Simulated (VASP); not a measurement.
Level of theory: PBEsol GGA, VASP's PBE PAW potentials (set 64) (plane waves; VASP 6.6.1).

VASP ran on this input.

**KPOINTS**
```
k-points along high-symmetry lines
15
Line-mode
Reciprocal
  0.000000   0.000000   0.000000 ! GAMMA
  0.500000   0.000000   0.500000 ! X

  0.500000   0.000000   0.500000 ! X
  0.625000   0.250000   0.625000 ! U

  0.375000   0.375000   0.750000 ! K
  0.000000   0.000000   0.000000 ! GAMMA

  0.000000   0.000000   0.000000 ! GAMMA
  0.500000   0.500000   0.500000 ! L

  0.500000   0.500000   0.500000 ! L
  0.500000   0.250000   0.750000 ! W

  0.500000   0.250000   0.750000 ! W
  0.500000   0.000000   0.500000 ! X
```

**INCAR**
```
SYSTEM = Nb
PREC = Accurate
ENCUT = 400
EDIFF = 1E-7
NELM = 100
ALGO = Normal
LREAL = .FALSE.
LASPH = .TRUE.
ISMEAR = 0
SIGMA = 0.05
GGA = PS
LMAXMIX = 4
LWAVE = .FALSE.
LCHARG = .FALSE.
LORBIT = 11
ICHARG = 11
```

**POSCAR**
```
Nb
1.0
  0.0000000000   2.0799272524   2.0799272524
  2.0799272524   0.0000000000   2.0799272524
  2.0799272524   2.0799272524   0.0000000000
Nb
1
Cart
  0.0000000000   0.0000000000   0.0000000000
```

POTCAR, in this order: Nb_sv (PBE.64 set). Program: vasp_std. Read from the step before: CHGCAR.

Output of the run:

### OSZICAR
```
       N       E                     dE             d eps       ncg     rms          rms(c)
DAV:   1     0.971966012284E+02    0.97197E+02   -0.67896E+03  1816   0.108E+03
DAV:   2    -0.727767840584E+01   -0.10447E+03   -0.10157E+03  1966   0.389E+02
DAV:   3    -0.114233631059E+02   -0.41457E+01   -0.39674E+01  2602   0.652E+01
DAV:   4    -0.116169219121E+02   -0.19356E+00   -0.18960E+00  2380   0.131E+01
DAV:   5    -0.116269808825E+02   -0.10059E-01   -0.10052E-01  2790   0.221E+00
DAV:   6    -0.116271656585E+02   -0.18478E-03   -0.18476E-03  2498   0.250E-01
DAV:   7    -0.116271717767E+02   -0.61182E-05   -0.61187E-05  2600   0.278E-02
DAV:   8    -0.116271718210E+02   -0.44347E-07   -0.43728E-07  2182   0.323E-03
   1 F= -.11627172E+02 E0= -.11625806E+02  d E =-.273161E-02
```

OUTCAR:
```
 val. band max:       11.6297833920   @ k =   0.5000   0.3929   0.6071

 cond. band min:      11.6646525098   @ k =   0.0714   0.0000   0.0714



 k-point     1 :       0.0000    0.0000    0.0000
  band No.  band energies     occupation
      1     -43.2151      2.00000
      2     -18.5445      2.00000
      3     -18.5445      2.00000
      4     -18.5445      2.00000
      5       5.0982      2.00000
      6      11.5036      1.99982
      7      11.5036      1.99982
      8      11.5036      1.99982
      9      14.2531      0.00000
     10      14.2531      0.00000

 k-point     2 :       0.0357    0.0000    0.0357
  band No.  band energies     occupation
      1     -43.2114      2.00000
      2     -18.5626      2.00000
      3     -18.5508      2.00000
      4     -18.5508      2.00000
      5       5.1656      2.00000
      6      11.4328      2.00000
      7      11.5440      1.99074
      8      11.5440      1.99074
      9      14.1702      0.00000
     10      14.2747      0.00000

 k-point     3 :       0.0714    0.0000    0.0714
  band No.  band energies     occupation
      1     -43.2002      2.00000
      2     -18.6156      2.00000
      3     -18.5693      2.00000
      4     -18.5693      2.00000
      5       5.3643      2.00000
      6      11.2313      2.00000
      7      11.6647      0.41745
      8      11.6647      0.41744
      9      13.9318      0.00000
     10      14.3390      0.00000

 k-point     4 :       0.1071    0.0000    0.1071
  band No.  band energies     occupation
      1     -43.1821      2.00000
      2     -18.6997      2.00000
      3     -18.5989      2.00000
      4     -18.5989      2.00000
      5       5.6831      2.00000
      6      10.9279      2.00000
      7      11.8648      0.00000
      8      11.8648      0.00000
      9      13.5682      0.00000
     10      14.4441      0.00000

 k-point     5 :       0.1429    0.0000    0.1429
  band No.  band energies     occupation
...
```

The density is held fixed in this step, so its total energy and stress have no physical meaning.

The structure was generated: Nb was put into the fcc type (Fm-3m), which need not be its known phase. It was relaxed first.
